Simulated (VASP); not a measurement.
CsSi2: equilibrium volume by level of theory

```xyz
3
Lattice="6.3716 0.0000 0.0000 -3.1858 5.5179 0.0000 0.0000 0.0000 4.4787" Properties=species:S:1:pos:R:3 pbc="T T T"
Cs    0.0000    0.0000    0.0000
Si    3.1858    1.8393    1.1214
Si    3.1858    1.8393    3.3572
```

The cell comes from a database or a generator and needn't be the stable form of this composition.

```tsv
rung	level	program and potentials	cutoff (eV)	k mesh	smearing	equilibrium volume (Å³/atom)	notes
LDA	LDA	VASP, LDA PAW files Cs_sv, Si, 600 eV	600	5 × 5 × 6	fermi-dirac 0.05	46.64	-
GGA	AM05	VASP, PBE PAW files Cs_sv, Si, 600 eV	600	5 × 5 × 6	fermi-dirac 0.05	50.47	potentials made for PBE
GGA	PBE	VASP, PBE PAW files Cs_sv, Si, 600 eV	600	5 × 5 × 6	gaussian 0.05	51.21	-
GGA	PBEsol	VASP, PBE PAW files Cs_sv, Si, 600 eV	600	5 × 5 × 6	fermi-dirac 0.05	48.96	potentials made for PBE
GGA	PW91	VASP, PBE PAW files Cs_sv, Si, 600 eV	600	5 × 5 × 6	fermi-dirac 0.05	51.29	potentials made for PBE
GGA	revPBE	VASP, PBE PAW files Cs_sv, Si, 600 eV	600	5 × 5 × 6	fermi-dirac 0.05	53.72	potentials made for PBE
non-local van der Waals functional	optB88-vdW	VASP, PBE PAW files Cs_sv, Si, 600 eV	600	5 × 5 × 6	fermi-dirac 0.05	49.34	potentials made for PBE
non-local van der Waals functional	vdW-DF-cx	VASP, PBE PAW files Cs_sv, Si, 600 eV	600	5 × 5 × 6	fermi-dirac 0.05	49.15	potentials made for PBE
```

Task: relaxation of cell and atoms. All rows: no spin polarisation. Smearing widths are in eV. For a metal such meshes aren't converged. Meshes are those of the run's cell of 3 atoms unless a note names another. Relaxations start from the cell shown or near it and stop with a little pressure left. Runs on faulty files, with rough fits or with known faults for this quantity aren't shown. No row holds spin-orbit coupling.

By rung: LDA 46.64; GGA 48.96 to 53.72; non-local van der Waals functional 49.15 to 49.34 (Å³/atom).
